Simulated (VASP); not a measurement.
VASP ran on this input.

INCAR:
```
LREAL  =  .FALSE.   # projection in real space or not
LASPH  =  .TRUE.   # aspherical one-centre terms
SYSTEM  =  TaO2
LMAXMIX  =  6   # l cut-off of mixed one-centre charges
ISMEAR  =  0
LCHARG  =  .FALSE.
ISIF  =  2
LWAVE  =  .FALSE.
LDAUL  =  2 -1
LDAUU  =  7.0 0
LDAUJ  =  0 0
LDAU  =  .TRUE.
PREC  =  Accurate
SIGMA  =  0.1   # width (eV)
ENCUT  =  400
EDIFF  =  1E-6   # SCF stop (eV)
LDAUTYPE  =  2
NELM  =  100   # most electronic steps
GGA  =  PS
ALGO  =  Normal   # blocked Davidson
```

### KPOINTS
```
Automatic
0
gamma
  5 5 7
0 0 0
```

**POSCAR**
```
TaO2
1
    4.8359680000     0.0000000000     0.0000000000
    0.0000000000     4.8359680000     0.0000000000
    0.0000000000     0.0000000000     3.1143880000
Ta O
2 4
Direct
  0.0000000000   0.0000000000   0.0000000000
  0.5000000000   0.5000000000   0.5000000000
  0.3049600000   0.3049600000   0.0000000000
  0.8049600000   0.1950400000   0.5000000000
  0.1950400000   0.8049600000   0.5000000000
  0.6950400000   0.6950400000   0.0000000000
```

POTCAR, in this order: Ta_pv O (PBE.64 set). Program: vasp_std.

Translate this PBEsol+U calculation to Quantum ESPRESSO's pw.x.

One equivalent input (not run):
```
&CONTROL
  calculation = 'scf'
  pseudo_dir = './pseudo'
  outdir = './out'
  tprnfor = .true.
  tstress = .true.
/
&SYSTEM
  ibrav = 0
  nat = 6
  ntyp = 2
  ecutwfc = 84
  occupations = 'smearing'
  smearing = 'gaussian'
  degauss = 0.00735
  input_dft = 'pbesol'
/
&ELECTRONS
  conv_thr = 7.3e-08
  electron_maxstep = 100
/
ATOMIC_SPECIES
  Ta 180.948 Ta.upf
  O 15.999 O.upf
CELL_PARAMETERS angstrom
     4.8359680    0.0000000    0.0000000
     0.0000000    4.8359680    0.0000000
     0.0000000    0.0000000    3.1143880
ATOMIC_POSITIONS crystal
  Ta   0.0000000  0.0000000  0.0000000
  Ta   0.5000000  0.5000000  0.5000000
  O    0.3049600  0.3049600  0.0000000
  O    0.8049600  0.1950400  0.5000000
  O    0.1950400  0.8049600  0.5000000
  O    0.6950400  0.6950400  0.0000000
K_POINTS automatic
  5 5 7 0 0 0
HUBBARD {ortho-atomic}
U Ta-5d 7
```
The two are equivalent in intent, not identical: the potentials are each code's own (VASP's PAW set, PseudoDojo norm-conserving files in pw.x), so ENCUT and ecutwfc are chosen apart and not converted; conv_thr bounds pw.x's estimated SCF error, while EDIFF bounds the energy change between steps; the +U projectors differ (PAW spheres against orthogonalised atomic orbitals), so the same U acts differently.

The structure was generated: TaO2 was put into an ordered model structure, which need not be its known phase. The cell was not relaxed at this level. The run is one of a series of settings (LDAU = .TRUE., LDAUJ = 0 0, LDAUL = 2 -1, LDAUTYPE = 2, LDAUU = 7.0 0 against the base run), some of them coarse on purpose.
